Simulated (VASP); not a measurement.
Data:

```
CELL_PARAMETERS angstrom
      3.09945     0.00000     0.00000
      0.00000     3.09945     0.00000
      0.00000     0.00000     3.09945
ATOMIC_POSITIONS crystal
  Zn 0.50000 0.50000 0.50000
  Au 0.00000 0.00000 0.00000
```

These are PBE GGA with D3 dispersion (zero damping), VASP's PBE PAW potentials (set 64) (plane waves; VASP 6.6.1) values and carry that method's errors. Numerical set-up: 520 eV cut-off, 12×12×12 Γ-centred mesh, first-order Methfessel-Paxton smearing of 0.10 eV, potentials Zn Au.

Give the stress tensor in GPa (positive for a compressed cell).

```
8.07  0.00  0.00
0.00  8.07  0.00
0.00  0.00  8.07
```
The pressure is its mean diagonal, 8.07 GPa.

The compound is AuZn in the CsCl type structure. This cell is one point of a volume scan, at 0.94 of the reference volume. The electron count is odd and the run is not spin-polarised, which forces a metal.
